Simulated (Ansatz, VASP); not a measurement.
# TiPd in VASP and in Ansatz

```
Ti Pd
1.0
     3.16936    0.00000    0.00000
     0.00000    3.16936    0.00000
     0.00000    0.00000    3.16936
Ti Pd
1 1
Direct
  0.50000 0.50000 0.50000
  0.00000 0.00000 0.00000
```

Change from the starting cell: volume scaled by 0.99, crystal datasets.

Alike in both runs: task electric field gradients; functional PBEsol; k mesh 13 × 13 × 13; occupations fermi-dirac, width 0.08 eV; no spin polarisation.

```csv
,VASP,Ansatz
version,VASP 6.6.1,Ansatz 0.2.0
potentials or method,"VASP PAW PBE potentials, release 64 (Ti_sv, Pd), cutoff 520 eV","all-electron PAW with datasets made for the crystal, scalar-relativistic"
```

|  | VASP | Ansatz | Ansatz less VASP |
| --- | --- | --- | --- |
| pressure (GPa) | -5.5 | -5.4 | +0.06 |
| Vzz of the field gradient on the site that differs most (V/Å²) | 0.0 | 0.0 | 0.00 |

Ansatz ran all-electron here, so the differences hold the error of VASP's frozen core and of both bases. Ansatz warned: «gradients_without_spin_orbit».

Caveats: the PAW data sets were made with another functional, which shifts forces and pressure a little (VASP).
